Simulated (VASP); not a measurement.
Crystal: SiGe.

```
Ge Si
1.0
     0.00000    2.77225    2.77225
     2.77225    0.00000    2.77225
     5.54450    5.54450    0.00000
Ge Si
2 2
Direct
  0.00000 0.00000 0.00000
  0.25000 0.25000 0.12500
  0.00000 0.00000 0.50000
  0.25000 0.25000 0.62500
```

The cell comes from a database or a generator and needn't be the stable form of this composition.

| Property | Result |
| --- | --- |
| Program | VASP 6.6.1 |
| Task | relaxation of cell and atoms |
| Functional | LDA |
| Potentials or basis | VASP PAW LDA potentials, release 64 (Ge_d, Si) |
| Cutoff | 600 eV |
| k mesh | 12 × 12 × 12 |
| Occupations | gaussian, width 0.02 eV |
| Spin | no spin polarisation |

At the start: pressure -1.6 GPa; volume 21.31 Å³/atom.

Question: How do energy, volume and symmetry change on relaxing?

Answer: Over 7 steps the energy falls by 7.4 meV/atom and the volume is 20.87 Å³/atom (-2.0 %); space group R-3m (No. 166, to 0.05 Å).

Step by step:
```tsv
step	energy change (eV)	largest force (eV/Å)	pressure (GPa)	volume (Å³)
1	0.0000	0.3889	-1.57	85.22
2	-0.0242	0.1581	0.87	82.68
3	-0.0243	0.1694	0.72	82.83
4	-0.0295	0.0125	0.07	83.45
5	-0.0295	0.0112	0.00	83.48
6	-0.0295	0.0083	0.02	83.47
7	-0.0295	0.0038	0.00	83.49
```

Final structure:
```
CELL_PARAMETERS angstrom
0.00000 2.75339 2.75339
2.75339 0.00000 2.75339
5.50646 5.50646 0.00031
ATOMIC_POSITIONS crystal
Ge 0.00303 0.00303 0.99545
Ge 0.24697 0.24697 0.12955
Si 0.99719 0.99719 0.50421
Si 0.25281 0.25281 0.62079
```
